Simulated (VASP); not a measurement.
Input of a VASP 6.6.1 run:

File INCAR:

```
ALGO     = Fast           # electronic algorithm
EDIFF    = 1E-6           # SCF threshold, eV
ENCUT    = 520            # plane-wave cutoff, eV
GGA      = PE             # functional
ISIF     = 2              # what is computed and relaxed
ISMEAR   = 0              # smearing method
IVDW     = 12             # dispersion correction
LASPH    = T              # aspherical terms in the spheres
LCHARG   = F              # write CHGCAR
LREAL    = F              # projectors in reciprocal space
LWAVE    = F              # write WAVECAR
NBANDS   = 16             # bands
NELM     = 100            # most SCF steps
PREC     = Accurate       # precision mode
SIGMA    = 0.01           # smearing width, eV
```

KPOINTS

```
k-points
0
Gamma
  6 6 4
```

POSCAR

```
AlN
1.0
    3.1093859120      0.0000000000      0.0000000000
   -1.5546929560      2.6928071899      0.0000000000
    0.0000000000      0.0000000000      4.9779031874
Al N
2 2
Direct
    0.3333333333      0.6666666667     -0.0009611996
    0.6666666667      0.3333333333      0.4990388004
    0.3333333333      0.6666666667      0.3809611996
    0.6666666667      0.3333333333      0.8809611996
```

Potentials or basis: VASP PAW PBE potentials, release 64 (Al, N).

Run with:

```sh
$ cat potpaw_PBE.64/Al/POTCAR potpaw_PBE.64/N/POTCAR > POTCAR
$ mpirun -np 1 vasp_std > vasp.out
```

What does it give for the band gap on the k mesh?

4.22 eV, direct.

Estimate the dispersion energy per atom.

-0.269 eV.

Predict the pressure.

-0.3 GPa.

**What was measured.**

“Self-assembly of well-separated AlN nanowires directly on sputtered metallic TiN films”, 2019, arxiv:1910.07391 quotes, for a bulk crystal of AlN at 10 K: band gap 6.034 eV (an exciton energy, a little under the gap).

Measured gap of AlN: 6.034 eV (an exciton energy, a little under the gap; 10 K; quoted in “Self-assembly of well-separated AlN nanowires directly on sputtered metallic TiN films”, 2019, arxiv:1910.07391). This calculation gives 4.22 eV (-1.81 eV). 2 values of this kind are on record (6.034 to 6.0343 eV); this one was drawn at random. The value is that of PBE+D3(BJ), without temperature or zero-point motion. Semilocal functionals fall short of measured gaps as a rule.
